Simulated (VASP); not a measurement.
Cost and result of VASP (PAW) for the lattice constant a of InAs (zinc blende). Static lattice. The cost counts the five points of the equation of state, each on the mesh and cut-off of its row, so the ratios hold those differences too. With PBE it took about 90 core-seconds. The timings are rough (shared machines, no repeats); factors under 2 mean little.

Measured: 6.047 Å at 0 K (as given by Daniel Mejia-Rodriguez et al., Physical Review B (2018), arXiv:1807.09216; static lattice: zero-point anharmonic expansion removed).

| level | k-mesh | cut-off (eV) | lattice constant a (Å) | error (%) | cost over PBE |
|---|---|---|---|---|---|
| LDA | 11×11×11 | 520 | 6.032 | -0.2 | within a factor of 2 |
| PBEsol | 10×10×10 | 520 | 6.092 | +0.7 | within a factor of 2 |
| PBE | 10×10×10 | 520 | 6.190 | +2.4 | reference |
| r2SCAN | 8×8×8 | 520 | (withheld) | (withheld) | (withheld) |
| SCAN | 10×10×10 | 520 | (withheld) | (withheld) | (withheld) |

**Question.** Complete the blanks.

**Answer.** 
- r2SCAN, lattice constant a (Å): 6.110
- r2SCAN, error (%): +1.0
- r2SCAN, cost over PBE: about 3 times
- SCAN, lattice constant a (Å): 6.098
- SCAN, error (%): +0.8
- SCAN, cost over PBE: about 7 times

Left out are levels that failed, ran on another kind of processor or have no fit band path; at most nine are shown.

The compound is InAs in the zinc blende structure.
